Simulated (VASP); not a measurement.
Consider the following.

```
KTaO3
1.0
    3.99596     0.00000     0.00000
    0.00000     3.99596     0.00000
    0.00000     0.00000     3.99596
K Ta O
1 1 3
Direct
  0.00000   0.00000   0.00000
  0.50000   0.50000   0.50000
  0.50000   0.00000   0.50000
  0.00000   0.50000   0.50000
  0.50000   0.50000   0.00000
```

Calculation: r2SCAN meta-GGA, VASP's PBE PAW potentials (set 64) (plane waves; VASP). Settings: 520 eV cut-off, 6×6×6 Γ-centred mesh, tetrahedra with Blöchl corrections, potentials K_sv Ta_pv O.

The cores are frozen, which limits the accuracy of field gradients.

Q: Give the principal components of the electric field gradient (V/Å²) and the asymmetry η at each nucleus.

A: 
```csv
atom,Vxx,Vyy,Vzz,η
K1,0.0,0.0,0.0,-
Ta2,0.0,0.0,0.0,-
O3,-12.1,-12.1,24.3,0.00
O4,-12.1,-12.1,24.3,0.00
O5,-12.1,-12.1,24.3,0.00
```

The compound is KTaO3 in the cubic perovskite structure. It was relaxed first.
